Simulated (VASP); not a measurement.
HfO2:

```
CELL_PARAMETERS angstrom
3.60433 0.00000 0.00000
0.00000 3.60433 0.00000
0.00000 0.00000 5.26356
ATOMIC_POSITIONS crystal
Hf 0.50000 0.50000 0.50000
Hf 0.00000 0.00000 0.00000
O 0.00000 0.50000 0.69329
O 0.50000 0.00000 0.80671
O 0.50000 0.00000 0.30671
O 0.00000 0.50000 0.19329
```

Measurements of this composition are mostly on another form, of space group No. 14.

- Program: VASP 6.6.1
- Task: relaxation of cell and atoms
- Functional: LDA
- Potentials or basis: VASP PAW LDA potentials, release 64 (Hf_pv, O)
- Cutoff: 600 eV
- k mesh: 6 × 6 × 4
- Occupations: fermi-dirac, width 0.05 eV
- Spin: no spin polarisation

At the start: pressure -16.3 GPa; volume 11.40 Å³/atom.

Task: How do energy, volume and symmetry change on relaxing?

Result: Over 20 steps the energy falls by 46.7 meV/atom and the volume is 10.49 Å³/atom (-7.9 %); space group P4_2/nmc (No. 137, to 0.05 Å).

Step by step:
| step | energy change (eV) | largest force (eV/Å) | pressure (GPa) | volume (Å³) |
| --- | --- | --- | --- | --- |
| 1 | 0.0000 | 0.1506 | -16.34 | 68.38 |
| 2 | 0.4546 | 1.1372 | 37.25 | 57.51 |
| 3 | -0.2397 | 0.2578 | -0.71 | 64.09 |
| 4 | -0.2399 | 0.2702 | -0.24 | 63.98 |
| 5 | -0.2398 | 0.2796 | 0.15 | 63.89 |
| 6 | -0.2542 | 0.2418 | 0.26 | 63.66 |
| 7 | -0.2668 | 0.1451 | 0.92 | 62.95 |
| 8 | -0.2679 | 0.1646 | 0.72 | 63.11 |
| 9 | -0.2773 | 0.0602 | -0.61 | 63.25 |
| 10 | -0.2786 | 0.0115 | -1.25 | 63.32 |
| 11 | -0.2793 | 0.0123 | 0.86 | 62.78 |
| 12 | -0.2801 | 0.0119 | -0.02 | 63.01 |
| 13 | -0.2802 | 0.0139 | 0.07 | 62.98 |
| 14 | -0.2802 | 0.0151 | 0.13 | 62.96 |
| 15 | -0.2802 | 0.0080 | -0.12 | 63.00 |
| 16 | -0.2802 | 0.0090 | -0.08 | 62.99 |
| 17 | -0.2803 | 0.0047 | -0.07 | 62.98 |
| 18 | -0.2803 | 0.0001 | -0.05 | 62.96 |
| 19 | -0.2803 | 0.0020 | 0.07 | 62.93 |
| 20 | -0.2803 | 0.0011 | 0.03 | 62.95 |

Final structure:
```yaml
crystal:
  lattice:
    - [3.52330, 0.00000, 0.00000]
    - [0.00000, 3.52330, 0.00000]
    - [0.00000, 0.00000, 5.07063]
  atoms:
    - { symbol: Hf, position: [0.50000, 0.50000, 0.50000] }
    - { symbol: Hf, position: [0.00000, 0.00000, 0.00000] }
    - { symbol: O, position: [0.00000, 0.50000, 0.70613] }
    - { symbol: O, position: [0.50000, 0.00000, 0.79387] }
    - { symbol: O, position: [0.50000, 0.00000, 0.29387] }
    - { symbol: O, position: [0.00000, 0.50000, 0.20613] }
```
